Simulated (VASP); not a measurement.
Wanted: the native input for a VASP 6.6.1 run.

- Task: relaxation of cell and atoms
- Functional: PBE
- Potentials or basis: VASP PAW PBE potentials, release 64 (Zr_sv, Al, B, N)
- Cutoff: 520 eV
- k mesh: 5 × 5 × 2
- Occupations: gaussian, width 0.15 eV
- Spin: no spin polarisation
- Further INCAR settings: PREC = Normal; ALGO = Fast; EDIFF = 0.0001; IBRION = 2; EDIFFG = -0.08; NSW = 24; ISIF = 3

The structure of ZrAl3B3N lies in POSCAR:

```
ZrAl3B3N
1.0
    3.1000000000      0.0000000000      0.0000000000
   -1.5500000000      2.6846787500      0.0000000000
    0.0000000000      0.0000000000     11.2000000000
Zr Al B N
1 3 3 1
Direct
    0.3333333300      0.6666666700      0.0000000000
    0.3333333300      0.6666666700      0.3100000000
    0.6666666700      0.3333333300      0.5300000000
    0.0000000000      0.0000000000      0.7500000000
    0.6666666700      0.3333333300      0.1550000000
    0.0000000000      0.0000000000      0.1550000000
    0.6666666700      0.3333333300      0.8700000000
    0.0000000000      0.0000000000      0.4200000000
```

The cell was built by a generator and needn't be a form met in nature.

The input as run:

INCAR

```
PREC = Normal
ENCUT = 520
EDIFF = 1E-4
ISMEAR = 0
SIGMA = 0.15
LREAL = False
LASPH = True
NELM = 60
ALGO = Fast
ISIF = 3
LWAVE = False
LCHARG = False
GGA = PE
IBRION = 2
NSW = 24
EDIFFG = -0.08
KPAR = 2
```

KPOINTS

```
regular mesh
0
Gamma
  5 5 2
```

Potentials or basis: VASP PAW PBE potentials, release 64 (Zr_sv, Al, B, N).

Command:

```sh
$ cat potpaw_PBE.64/Zr_sv/POTCAR potpaw_PBE.64/Al/POTCAR potpaw_PBE.64/B/POTCAR potpaw_PBE.64/N/POTCAR > POTCAR
$ mpirun -np 2 vasp_std > vasp.out
```

Results of the run:

- Relaxed volume: 11.22 Å³/atom
- Relaxed cell: a = 3.087 Å, b = 3.087 Å, c = 10.878 Å, α = 90.00°, β = 90.00°, γ = 120.00°
- Space group after relaxing (to 0.05 Å): P3m1 (No. 156)
- Energy gained by relaxing: 56.1 meV/atom
- Ionic steps: 10
- Pressure after relaxing: -0.1 GPa
- Largest force after relaxing: 0.073 eV/Å
- Band gap on the k mesh: none (metal or under the smearing width)

Caveat: the k mesh is coarse (spacing up to 0.47 Å⁻¹), so the values aren't converged; the relaxation stopped at a loose force limit of 0.08 eV/Å, so its end isn't a converged minimum.

Wall time 34 s on 2 MPI ranks on Intel(R) Xeon(R) Platinum 8488C (Sapphire Rapids), on a shared host, peak memory 0.16 GiB a rank.
